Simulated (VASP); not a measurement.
VASP input:

File POSCAR:
```
TlAs
1.0
  3.9722018540   0.0000000000   0.0000000000
 -1.9861009269   3.4400278199   0.0000000000
  0.0000000000   0.0000000000   7.2071620798
Tl As
2 2
Cart
  0.0000000000   0.0000000000   0.0000000000
  0.0000000000   0.0000000000   3.6035810399
 -0.0000019860   2.2933530266   1.8017905199
  1.9861029131   1.1466747933   5.4053715598
```

**KPOINTS**
```
Automatic mesh
0
Gamma
8 8 4
0 0 0
```

### INCAR
```
! general
SYSTEM  = TlAs
PREC    = Accurate
ENCUT   = 480
LREAL   = F
LASPH   = T   ! aspherical one-centre terms

! electronic loop
EDIFF   = 1E-7   ! SCF stop (eV)
NELM    = 100   ! most electronic steps
ALGO    = Normal
LMAXMIX = 4   ! l cut-off of mixed one-centre charges

! smearing
ISMEAR  = 1   ! Methfessel-Paxton
SIGMA   = 0.1   ! width (eV)

! functional
GGA     = PS   ! PBEsol

! ions
ISIF    = 2   ! forces and stress, cell fixed

! output
LWAVE   = F
LCHARG  = F
```

POTCAR, in this order: Tl_d As (PBE.64 set). Program: vasp_std.

Problem. Write an equivalent input for Quantum ESPRESSO's pw.x.

Solution. One equivalent input (not run):
```
&CONTROL
  calculation = 'scf'
  pseudo_dir = './pseudo'
  outdir = './out'
  tprnfor = .true.
  tstress = .true.
/
&SYSTEM
  ibrav = 0
  nat = 4
  ntyp = 2
  ecutwfc = 84
  occupations = 'smearing'
  smearing = 'methfessel-paxton'
  degauss = 0.00735
  input_dft = 'pbesol'
/
&ELECTRONS
  conv_thr = 7.3e-09
  electron_maxstep = 100
/
ATOMIC_SPECIES
  Tl 204.380 Tl.upf
  As 74.922 As.upf
CELL_PARAMETERS angstrom
     3.9722019   -0.0000000   -0.0000000
    -1.9861009    3.4400278   -0.0000000
    -0.0000000   -0.0000000    7.2071621
ATOMIC_POSITIONS crystal
  Tl   0.0000000  0.0000000  0.0000000
  Tl   0.0000000  0.0000000  0.5000000
  As   0.3333330  0.6666670  0.2500000
  As   0.6666670  0.3333330  0.7500000
K_POINTS automatic
  8 8 4 0 0 0
```
Limits of the translation: the potentials are each code's own (VASP's PAW set, PseudoDojo norm-conserving files in pw.x), so ENCUT and ecutwfc are chosen apart and not converted; conv_thr bounds pw.x's estimated SCF error, while EDIFF bounds the energy change between steps.

The structure was generated: TlAs was put into the NiAs type (P6_3/mmc), which need not be its known phase. It was relaxed first, which changed the volume by -12 %.
